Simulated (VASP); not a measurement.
Here is the system:

```yaml
crystal:
  lattice:
    - [-1.42893, 1.42893, 1.42893]
    - [1.42893, -1.42893, 1.42893]
    - [1.42893, 1.42893, -1.42893]
  atoms:
    - { symbol: Fe, position: [0.00000, 0.00000, 0.00000], spin: 2.5 }
```

Method: r2SCAN meta-GGA, VASP's PBE PAW potentials (set 64) (plane waves; VASP). Settings: PREC = Normal, EDIFF = 1E-5, 400 eV cut-off, 20×20×20 Γ-centred mesh, first-order Methfessel-Paxton smearing of 0.10 eV, potentials Fe.

Problem. Estimate the cell moment, energy per atom (σ→0), band gap (on the k-mesh) with the smallest direct gap where there is one.

Solution. 
```json
{
 "band gap (on the k-mesh)": "none (metal, semimetal or under 0.01 eV)",
 "cell_moment": "2.65 μB",
 "energy per atom (σ→0)": "-1385.5 kJ/mol-atom"
}
```

Problem. Give the moment on each site (PAW-sphere projection).

Solution. 
```json
[
 {"site": "Fe1", "moment (μB)": "2.71"}
]
```

The absolute energy has meaning only against runs of the same code, potentials and settings.

The compound is Fe in the bcc structure. It was relaxed first.
